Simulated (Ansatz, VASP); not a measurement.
# Zn24Sb8N23 (V_N hop (3.2 A)): VASP beside Ansatz

One calculation is typed for both programs; each brings its own data sets. How far apart do they land? The cell is taken from a series of runs on this material, whose earlier steps may have relaxed, scaled, displaced or heated it; both programs get it as it stands.

Calculated with Ansatz 0.2.0; plane waves, with VASP 6.6.1 beside it; single point at HSE06.

**1. Set-up**

The cell holds 55 atoms: 24 Zn, 8 Sb and 23 N. Its edges and angles: a = 9.402 Å, b = 9.402 Å, c = 11.075 Å, α = 114.5°, β = 114.5°, γ = 88.1°. It derives from Zn3SbN3 (Zn3SbN3 (Cm)). Nearest the centre at fractional (0.472, 0.590, 0.472): N40 at 0.52 Å, Sb25 at 1.61 Å, Zn19 at 2.05 Å, Zn24 at 2.46 Å, Zn7 at 2.51 Å, N45 at 2.70 Å, Zn8 at 2.72 Å, N51 at 3.10 Å. The cell carries charge +3.

As a file:

```xyz
55
Lattice="6.7597 -6.5343 0.0061 6.7597 6.5343 0.0061 -6.3964 0.0000 9.0407" Properties=species:S:1:pos:R:3 pbc="T T T"
Zn   -0.3589    0.0778    3.9782
Zn    1.5461   -1.3221    2.0408
Zn    1.1523    1.6904    1.7666
Zn   -3.6187   -0.0059    8.4328
Zn   -1.5325   -1.4396    6.7014
Zn   -1.5850    1.4053    6.7692
Zn    3.2724    3.1180    4.2837
Zn    5.3199    1.9889    2.1364
Zn    4.9285    4.7619    2.2417
Zn   -0.1755    3.2076    8.6336
Zn    1.7120    1.8306    6.8272
Zn    1.8467    4.6598    6.6980
Zn    2.9964   -3.2973    3.9193
Zn    4.9750   -4.6832    2.2035
Zn    5.0160   -1.8008    2.1240
Zn   -0.2568   -3.3593    8.3902
Zn    1.7547   -4.7215    6.6139
Zn    1.7958   -1.8344    6.7542
Zn    6.0987    0.1907    3.9147
Zn    8.3514   -1.4233    2.3844
Zn    8.4644    1.3801    2.1832
Zn    3.2375   -0.0002    8.5619
Zn    5.1801   -1.9655    6.8137
Zn    4.9890    1.6540    6.4153
Sb    2.8994   -0.1902    4.5520
Sb    6.4200   -0.0989    0.0995
Sb    6.6414    3.4030    4.5410
Sb    9.7881    3.2569    0.0089
Sb    6.5886   -3.1812    4.6118
Sb    9.6966   -3.3146    0.0133
Sb    9.9780   -0.0348    4.6245
Sb    6.5954   -0.0063    8.8608
N    -0.0454    1.8506    3.2088
N    -0.0577   -1.6366    3.1076
N     1.3634    0.1142    0.7143
N    -3.2958    1.7426    7.6503
N    -3.2116   -1.7408    7.6824
N    -1.6614    0.0184    5.3980
N     3.3135    4.8573    3.3166
N     4.3047    1.2553    4.3772
N     4.7670    3.2869    0.9093
N     0.1316    4.8964    7.6396
N     0.0964    1.4764    7.8166
N     1.6828    3.1772    5.4044
N     3.2996   -1.5007    3.0800
N     3.3806   -5.0630    3.2069
N     4.9071   -3.2889    0.8484
N     0.1533   -1.5793    7.7304
N     6.7265    1.4712    7.4052
N     1.7320   -3.1859    5.3639
N     6.8735    1.8318    3.2208
N     6.5959   -1.5759    3.3346
N     8.2969   -0.1042    0.9253
N     3.4912    1.7077    7.6736
N     3.5227   -1.7382    7.7097
```

**2. VASP: single point, HSE06**

With cell and atoms fixed, the geometry can't cause a difference; cores, projectors, grids and the points listed under the comparison can.

Lines of VASP's logs that name or quote its potential files are left out, and so is its time.

The run reads the wave functions of an earlier VASP run, which isn't shown here.

INCAR

```
SYSTEM = Zn24Sb8N23
PREC = Accurate
ENCUT = 520
EDIFF = 1E-06
NELM = 100
ISMEAR = 0
SIGMA = 0.01
LREAL = Auto
ALGO = Normal
LHFCALC = .TRUE.
AEXX = 0.25
GGA = PE
HFSCREEN = 0.208
LASPH = .TRUE.
NELECT = 440
NBANDS = 258
PRECFOCK = Fast
LORBIT = 11
LWAVE = .FALSE.
LCHARG = .FALSE.
ISIF = 2
ISYM = 0
```

POSCAR

```
Zn24Sb8N23
1.0
    6.7597142595     -6.5343393903      0.0061254106
    6.7597142595      6.5343393903      0.0061254106
   -6.3963793386      0.0000000000      9.0406543823
Zn Sb N
24 8 23
Direct
    0.1755751015      0.1874753328      0.4397853539
    0.3221907414      0.1198566528      0.2254388592
    0.0482272082      0.3069246352      0.1951701938
    0.1739869166      0.1730872852      0.9325322301
    0.3473578874      0.1270409041      0.7409341631
    0.1293277242      0.3443942161      0.7484251831
    0.2273452993      0.7045175045      0.4731908752
    0.3527962614      0.6571695618      0.2356295895
    0.1171795700      0.8459312979      0.2473105015
    0.1931188521      0.6840052516      0.9543825004
    0.3435386614      0.6236876523      0.7545103779
    0.1302494654      0.8433684156      0.7402112126
    0.6787762628      0.1741719172      0.4329446427
    0.8413530642      0.1246397199      0.2430760334
    0.6196656514      0.3440740831      0.2342866917
    0.6768656359      0.1627730735      0.9274806795
    0.8368934837      0.1143276744      0.7309283979
    0.6263562745      0.3456222147      0.7464354011
    0.6409556959      0.6701468181      0.4321215461
    0.8509426005      0.6331291524      0.2627323773
    0.6342648591      0.8454727819      0.2404814118
    0.6871213127      0.6870830885      0.9461166146
    0.8896640685      0.5888677629      0.7526661026
    0.5777394143      0.8308668837      0.7086548557
    0.4669445743      0.4378349934      0.5028857659
    0.4873325910      0.4722045571      0.0103561505
    0.4680288808      0.9888153747      0.5012957206
    0.4747909966      0.9732238184      0.0000054339
    0.9716445205      0.4848048068      0.5091284684
    0.9711018642      0.4638407794      0.0004970750
    0.9820975336      0.9767736432      0.5101908014
    0.9514276943      0.9504691863      0.9788166339
    0.0228616098      0.3060693283      0.3547123750
    0.2834899253      0.0330278319      0.3435181874
    0.1293994214      0.1468778570      0.0788209019
    0.0231395042      0.2898177966      0.8459997613
    0.2975934730      0.0311811648      0.8495397961
    0.1580886727      0.1609086926      0.5968640644
    0.0467145209      0.7900598094      0.3662831007
    0.4510767460      0.6431849492      0.4834225918
    0.1484257304      0.6514423731      0.1000416146
    0.0346011142      0.7839409622      0.8444674110
    0.3029537332      0.5289010573      0.8640364950
    0.1639224559      0.6501583969      0.5972338201
    0.5198196915      0.2901573919      0.3401322676
    0.8050257552      0.0302009878      0.3541535226
    0.6587743934      0.1554448169      0.0932938178
    0.5364702281      0.2947830877      0.8545080954
    0.7719345988      0.9970840642      0.8178992294
    0.6523427755      0.1647730941      0.5927559891
    0.5363702511      0.8167041666      0.3553383920
    0.7825538419      0.5413770496      0.3679490937
    0.6696707784      0.6537235949      0.1014466614
    0.5287260743      0.7900682403      0.8478955366
    0.7966200205      0.5306035006      0.8518765247
```

KPOINTS

```
Automatic mesh
0
Gamma
1 1 1
0.25 0.25 0.25
```

The projector-augmented-wave data sets are Zn, Sb and N (PBE family, release 64).

Started as:

```
export OMP_NUM_THREADS=3
mpirun -np 1 vasp_std
```

What it wrote:

```text
[banner, memory and clock lines left out]
running    1 mpi-ranks, on    1 nodes
[...]
Offloading initialized ...    1 GPUs detected
[...]
LDA part: xc-table for (Slater+PW92), standard interpolation
|                                                                             |
|           W    W    AA    RRRRR   N    N  II  N    N   GGGG   !!!           |
|           W    W   A  A   R    R  NN   N  II  NN   N  G    G  !!!           |
|           W    W  A    A  R    R  N N  N  II  N N  N  G       !!!           |
|           W WW W  AAAAAA  RRRRR   N  N N  II  N  N N  G  GGG   !            |
|           WW  WW  A    A  R   R   N   NN  II  N   NN  G    G                |
|           W    W  A    A  R    R  N    N  II  N    N   GGGG   !!!           |
|                                                                             |
|     Your generating k-point grid is not commensurate with the symmetry      |
|     of the lattice. This can cause slow convergence with respect to         |
|     k-points for HF-type calculations.                                      |
[...]
|      ) and/or shift your grid to Gamma (G) (e.g. required for               |
|        hexagonal, fcc, and fcc-orthorhombic lattices).                      |
|      ) and/or set KBLOWUP = .FALSE.                                         |
|                                                                             |

 found WAVECAR, reading the header
 POSCAR, INCAR and KPOINTS ok, starting setup
[...]
reading WAVECAR
 the WAVECAR file was read successfully
 initial charge from wavefunction
 entering main loop
       N       E                     dE             d eps       ncg     rms          rms(c)
DAV:   1    -0.310873960253E+03   -0.31087E+03   -0.27765E+01   688   0.449E+01    0.353E+01
DAV:   2    -0.310860207729E+03    0.13753E-01   -0.12958E+01   640   0.186E+01    0.342E+01
DAV:   3    -0.310984653920E+03   -0.12445E+00   -0.17314E+00   720   0.577E+00    0.259E+01
DAV:   4    -0.310990565292E+03   -0.59114E-02   -0.28248E-01   568   0.212E+00    0.153E+01
[...]
DAV:  14    -0.310984873301E+03   -0.24732E-05   -0.11444E-06   304   0.638E-03    0.902E-02
DAV:  15    -0.310984874822E+03   -0.15203E-05   -0.60433E-07   280   0.547E-03    0.539E-02
DAV:  16    -0.310984875762E+03   -0.94000E-06   -0.34127E-07   280   0.400E-03
   1 F= -.31098488E+03 E0= -.31098488E+03  d E =-.961680E-56
```

OUTCAR, selected parts (step 2):

```text
  Total      -13.5059830    -20.0539601    -16.8175590      3.8211916     -0.3822834     -2.8907783
  in kB      -27.0768753    -40.2042989    -33.7159427      7.6607477     -0.7664040     -5.7954495
  external PRESSURE =     -33.6657056 kB  Pullay stress =       0.0000000 kB

 POSITION                                       TOTAL-FORCE (eV/Angst)
 -----------------------------------------------------------------------------------
     -0.35892      0.07776      3.97817        -0.089009     -0.000455      0.161244
      1.54612     -1.32212      2.04082        -0.086195     -0.111987     -0.088494
      1.15234      1.69042      1.76664         0.064052      0.123821     -0.087398
     -3.61871     -0.00588      8.43283         0.043639      0.006092      0.116830
     -1.53250     -1.43963      6.70144        -0.003619      0.008795     -0.067766
     -1.58499      1.40532      6.76916         0.013405     -0.039689     -0.068359
      3.27242      3.11801      4.28366        -0.081548      0.140248      0.062727
      5.31990      1.98888      2.13643        -0.045043     -0.108533     -0.044069
      4.92846      4.76191      2.24175        -0.037791      0.083168     -0.098897
     -0.17548      3.20762      8.63362         0.095985      0.012084      0.147684
      1.71204      1.83059      6.82719         0.000723     -0.033573     -0.029731
      1.84671      4.65976      6.69796         0.010324      0.076316     -0.077481
      2.99641     -3.29726      3.91933        -0.023625     -0.106071      0.121778
      4.97503     -4.68325      2.20348        -0.050423     -0.065935     -0.070482
[...]
-----------------------------------------------------------------------------------
    total drift:                                0.004799      0.003497      0.006672

  FREE ENERGIE OF THE ION-ELECTRON SYSTEM (eV)
  ---------------------------------------------------
  free  energy   TOTEN  =      -310.9848757616 eV

  energy  without entropy=     -310.9848757616  energy(sigma->0) =     -310.98487576

[... 3 further parts left out ...]
[key lines of the parts left out:]
E-fermi :   2.8799
```

The run ends at a pressure of -3.37 GPa, with forces up to 0.91 eV/Å.

**3. Ansatz: single point, HSE06**

Ansatz runs on its default PAW (the set named soft_2) files.

The same cell, functional and mesh now go to Ansatz.

input.yaml

```yaml
crystal:
  lattice:
    - [6.75971426, -6.53433939, 0.00612541]
    - [6.75971426, 6.53433939, 0.00612541]
    - [-6.39637934, 0.0, 9.04065438]
  atoms:
    - { symbol: Zn, position: [0.1755751, 0.18747533, 0.43978535] }
    - { symbol: Zn, position: [0.32219074, 0.11985665, 0.22543886] }
    - { symbol: Zn, position: [0.04822721, 0.30692464, 0.19517019] }
    - { symbol: Sb, position: [0.46694457, 0.43783499, 0.50288577] }
    - { symbol: "N", position: [0.02286161, 0.30606933, 0.35471237] }
    - { symbol: "N", position: [0.28348993, 0.03302783, 0.34351819] }
    - { symbol: "N", position: [0.12939942, 0.14687786, 0.0788209] }
    - { symbol: Zn, position: [0.17398692, 0.17308729, 0.93253223] }
    - { symbol: Zn, position: [0.34735789, 0.1270409, 0.74093416] }
    - { symbol: Zn, position: [0.12932772, 0.34439422, 0.74842518] }
    - { symbol: Sb, position: [0.48733259, 0.47220456, 1.01035615] }
    - { symbol: "N", position: [0.0231395, 0.2898178, 0.84599976] }
    - { symbol: "N", position: [0.29759347, 0.03118116, 0.8495398] }
    - { symbol: "N", position: [0.15808867, 0.16090869, 0.59686406] }
    - { symbol: Zn, position: [0.2273453, 0.7045175, 0.47319088] }
    - { symbol: Zn, position: [0.35279626, 0.65716956, 0.23562959] }
    - { symbol: Zn, position: [0.11717957, 0.8459313, 0.2473105] }
    - { symbol: Sb, position: [0.46802888, 0.98881537, 0.50129572] }
    - { symbol: "N", position: [0.04671452, 0.79005981, 0.3662831] }
    - { symbol: "N", position: [0.45107675, 0.64318495, 0.48342259] }
    - { symbol: "N", position: [0.14842573, 0.65144237, 0.10004161] }
    - { symbol: Zn, position: [0.19311885, 0.68400525, 0.9543825] }
    - { symbol: Zn, position: [0.34353866, 0.62368765, 0.75451038] }
    - { symbol: Zn, position: [0.13024947, 0.84336842, 0.74021121] }
    - { symbol: Sb, position: [0.474791, 0.97322382, 1.00000543] }
    - { symbol: "N", position: [0.03460111, 0.78394096, 0.84446741] }
    - { symbol: "N", position: [0.30295373, 0.52890106, 0.8640365] }
    - { symbol: "N", position: [0.16392246, 0.6501584, 0.59723382] }
    - { symbol: Zn, position: [0.67877626, 0.17417192, 0.43294464] }
    - { symbol: Zn, position: [0.84135306, 0.12463972, 0.24307603] }
    - { symbol: Zn, position: [0.61966565, 0.34407408, 0.23428669] }
    - { symbol: Sb, position: [0.97164452, 0.48480481, 0.50912847] }
    - { symbol: "N", position: [0.51981969, 0.29015739, 0.34013227] }
    - { symbol: "N", position: [0.80502576, 0.03020099, 0.35415352] }
    - { symbol: "N", position: [0.65877439, 0.15544482, 0.09329382] }
    - { symbol: Zn, position: [0.67686564, 0.16277307, 0.92748068] }
    - { symbol: Zn, position: [0.83689348, 0.11432767, 0.7309284] }
    - { symbol: Zn, position: [0.62635627, 0.34562221, 0.7464354] }
    - { symbol: Sb, position: [0.97110186, 0.46384078, 1.00049707] }
    - { symbol: "N", position: [0.53647023, 0.29478309, 0.8545081] }
    - { symbol: "N", position: [0.7719346, -0.00291594, 0.81789923] }
    - { symbol: "N", position: [0.65234278, 0.16477309, 0.59275599] }
    - { symbol: Zn, position: [0.6409557, 0.67014682, 0.43212155] }
    - { symbol: Zn, position: [0.8509426, 0.63312915, 0.26273238] }
    - { symbol: Zn, position: [0.63426486, 0.84547278, 0.24048141] }
    - { symbol: Sb, position: [0.98209753, 0.97677364, 0.5101908] }
    - { symbol: "N", position: [0.53637025, 0.81670417, 0.35533839] }
    - { symbol: "N", position: [0.78255384, 0.54137705, 0.36794909] }
    - { symbol: "N", position: [0.66967078, 0.65372359, 0.10144666] }
    - { symbol: Zn, position: [0.68712131, 0.68708309, 0.94611661] }
    - { symbol: Zn, position: [0.88966407, 0.58886776, 0.7526661] }
    - { symbol: Zn, position: [0.57773941, 0.83086688, 0.70865486] }
    - { symbol: Sb, position: [0.95142769, 0.95046919, 0.97881663] }
    - { symbol: "N", position: [0.52872607, 0.79006824, 0.84789554] }
    - { symbol: "N", position: [0.79662002, 0.5306035, 0.85187652] }
total_charge: 3
basis:
  ecutwfc: 420
  xc_grid: 2
hamiltonian:
  xc: hse06
kpoints:
  mp_grid: { grid: [1, 1, 1], shift: [0.25, 0.25, 0.25] }
scf:
  occupations: { method: fixed }
  max_iter: 100
output:
  forces: true
  eigenvalues: true
checkpoint:
  write: "../qp3.top.hse06.run"
  compress: false
  write_wavefunctions: false
  write_every: 100000
```

Started as:

```
ansatz run input.yaml --threads 32 --pin off --max-ram 84787MiB --backend cuda --events-out ev --progress --plain --runs-dir out --max-vram 78GiB
```

What it wrote:

```text
Warning: kpoints.mp_grid.shift: disabling space-group detection — at a shift other than 0 and half a step a hybrid functional's run that is held to the crystal's symmetry can end above its lowest stat [...]
exact exchange: scf.exx.singularity resolves to wigner_seitz, which cuts the screened interaction at the faces of the exchange supercell's Wigner-Seitz cell, so that each pair interacts once, at the s [...]
Engine: ansatz 0.2.0, aarch64-unknown-linux-gnu
[...]
Pseudopotential: Zn, paw, valence charge 12, recommended cutoff 420 eV (normal), Zn.paw.azcp
Pseudopotential: Sb, paw, valence charge 15, recommended cutoff 420 eV (normal), Sb.paw.azcp
Pseudopotential: N, paw, valence charge 5, recommended cutoff 420 eV (normal), N.paw.azcp
Functional definition: HSE06
[...]
Crystal: 55 atoms, lattice volume = 799.168 Å³
Basis set: ecut = 420 eV, 15649 PW (Γ), exchange–correlation on 128×128×150 points (8 copies of the dense FFT grid, shifted against one another)
Bands: 315, of which v1, the nominal top of the filled ones, is band 260 counted from 1 (259 counted from 0)
[...]
k-points: 1
[...]
hybrid outer 1: dexx = +3.492e-1 eV, tail = 1.29e-3 eV
[...]
SCF 3 converged in 7 iterations: F = -140411.401991 eV  dr2 = 1.61e-8
[...]
SCF 4 converged in 2 iterations: F = -140411.401989 eV  dr2 = 1.78e-8
[...]
hybrid outer 3: dexx = +1.003e-8 eV, tail = 3.72e-8 eV, Δε = 7.86e-5 eV (about 3.85e-5 eV left of the loop's levels), ΔF = 3.06e-4 eV/Å (tail 5.34e-4)
[...]
--- Band table (eV) ---
[...]
```

**4. Side by side**

Known differences besides the potentials themselves: exact exchange at q = 0 is treated differently, which shows on coarse meshes; VASP keeps PBE cores, Ansatz makes them for the functional; fixed occupations in Ansatz, narrow Gaussian smearing in VASP; the cutoff is 420 eV in Ansatz and 520 eV in VASP (PREC = Accurate, projectors in real space); VASP takes a coarser grid for exact exchange (PRECFOCK = Fast). Total energies have different zeros and are not compared.

Both answers:

```
              quantity  Ansatz   VASP  difference
gap on the k mesh (eV)   1.311  1.274      +0.037
```

Forces on 10 of the 55 atoms, those with the largest forces and the largest differences (eV/Å; atoms numbered as in POSCAR):

```
atom          Ansatz x, y, z           VASP x, y, z
Sb25    0.607, 0.077, -0.657   0.615, 0.077, -0.671
Sb26   0.545, -0.020, -0.436  0.575, -0.017, -0.457
Sb29   0.522, -0.025, -0.429  0.543, -0.029, -0.450
Sb30   0.564, -0.060, -0.352  0.596, -0.055, -0.390
Sb31    0.551, 0.033, -0.377   0.575, 0.029, -0.404
 N33     0.063, 0.322, 0.304    0.066, 0.401, 0.376
 N40   -0.454, -0.616, 0.055  -0.498, -0.665, 0.044
 N41  -0.504, -0.005, -0.185  -0.603, 0.012, -0.247
 N45    -0.155, 0.584, 0.554   -0.148, 0.650, 0.591
 N51    -0.102, 0.304, 0.260   -0.071, 0.392, 0.330
```

The forces differ by 37 meV/Å r.m.s., which is 13.7 % of the r.m.s. force of 0.273 eV/Å (both taken over all components). A gap on the mesh is an upper bound, since the band edges may lie between its points. The cell carries a charge of +3 e against a uniform background, so its pressure also hangs on how the neutralising background is counted, and in a defect's cell a gap may be the spacing between its levels.

**5. Summary of results**

- r.m.s. force difference (single point, HSE06): 14 % of the r.m.s. force

In words: The r.m.s. force difference is 14 % of the r.m.s. force (single point, HSE06), beyond the 3 % picked in this series as the mark of a large difference. The data sets hold unlike numbers of valence electrons (520 in Ansatz and 440 in VASP), so part of the differences comes from the potentials. What causes the difference of the single point, HSE06 pair stays open here. How closely two codes agree says nothing of how well the functional describes the real material.

[Lines on the potential files, build, host, timing and source positions are cut from VASP's logs without a mark.]

[Logs are printed without paths, hosts, clocks, repeated set-up lines and the standing remarks that a program may print on its own settings, such as how far it seeks lower states.]

[Hosts, paths, dates, database ids (printed as entryN), source tags and the programs' standing remarks are cut or masked in the printed files.]
